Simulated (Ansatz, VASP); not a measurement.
# NaNb2 in VASP and in Ansatz

```
Na Nb
1.0
     0.00000    2.94980    2.94980
     2.94980    0.00000    2.94980
     2.94980    2.94980    0.00000
Na Nb
1 2
Direct
  0.00000 0.00000 0.00000
  0.25000 0.25000 0.25000
  0.75000 0.75000 0.75000
```

Alike in both runs: task relaxation of cell and atoms; functional PBE; k mesh 6 × 6 × 6; occupations gaussian, width 0.1 eV; no spin polarisation.

|  | VASP | Ansatz |
| --- | --- | --- |
| version | VASP 6.6.1 | Ansatz 0.2.0 |
| potentials or method | VASP PAW PBE potentials, release 64 (Na_pv, Nb_sv) | scalar-relativistic, plane waves, PAW |
| plane-wave cutoff (eV) | 600 | 420 |
| valence electrons in the cell | 33 | 35 |

```csv
,VASP,Ansatz,Ansatz less VASP
"gap on the k mesh at the Fermi level, each at its own relaxed structure (eV)",none,none,-
relaxed volume (Å³/atom),21.19,21.17,-0.017
relaxed cell length with the largest relative difference (Å),4.480,4.478,-0.0012
energy change over the relaxation (meV/atom),-260,-261,-0.6
```

A gap of «none» marks a metal or a gap that the smearing closes. The two sets of potentials don't hold the same shells in valence.

Caveats: the volume moved by over 15 % at a fixed basis, so the end points are rough (VASP).
